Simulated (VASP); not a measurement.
VASP ran on this input.

POSCAR:
```
Tl
1.0
  1.6923333086  -2.9312073701   0.0000000000
  1.6923333086   2.9312073701   0.0000000000
  0.0000000000   0.0000000000   5.4953527873
Tl
2
Cart
  1.6923333086   0.9770710775   1.3738381968
  1.6923333086  -0.9770710775   4.1215145905
```

KPOINTS:
```
Automatic mesh
0
Gamma
11 11 6
0 0 0
```

INCAR:
```
SYSTEM = Tl
PREC = Accurate; ENCUT = 520; LREAL = .FALSE.
LASPH = .TRUE.
EDIFF = 1E-6; NELM = 100; ALGO = Normal
LMAXMIX = 4
ISMEAR = 1; SIGMA = 0.1
IBRION = 2; NSW = 60; ISIF = 3
EDIFFG = -0.01
LWAVE = .FALSE.; LCHARG = .FALSE.
```

POTCAR, in this order: Tl_d (LDA.64 set). Program: vasp_std.

### Question
Translate this LDA calculation to Quantum ESPRESSO's pw.x.

### Answer
One equivalent input (not run):
```
&CONTROL
  calculation = 'vc-relax'
  pseudo_dir = './pseudo'
  outdir = './out'
  tprnfor = .true.
  tstress = .true.
  nstep = 60
  forc_conv_thr = 0.00039
/
&SYSTEM
  ibrav = 0
  nat = 2
  ntyp = 1
  ecutwfc = 62
  occupations = 'smearing'
  smearing = 'methfessel-paxton'
  degauss = 0.00735
  input_dft = 'pz'
/
&ELECTRONS
  conv_thr = 7.3e-08
  electron_maxstep = 100
/
&IONS
/
&CELL
/
ATOMIC_SPECIES
  Tl 204.380 Tl.upf
CELL_PARAMETERS angstrom
     1.6923333   -2.9312074   -0.0000000
     1.6923333    2.9312074    0.0000000
    -0.0000000   -0.0000000    5.4953528
ATOMIC_POSITIONS crystal
  Tl   0.3333330  0.6666670  0.2500000
  Tl   0.6666670  0.3333330  0.7500000
K_POINTS automatic
  11 11 6 0 0 0
```
The two are equivalent in intent, not identical: the potentials are each code's own (VASP's PAW set, PseudoDojo norm-conserving files in pw.x), so ENCUT and ecutwfc are chosen apart and not converted; conv_thr bounds pw.x's estimated SCF error, while EDIFF bounds the energy change between steps; forc_conv_thr acts on force components and is met together with etot_conv_thr.

The compound is Tl in the hcp structure. It was relaxed first. The start is the result of an earlier pass.
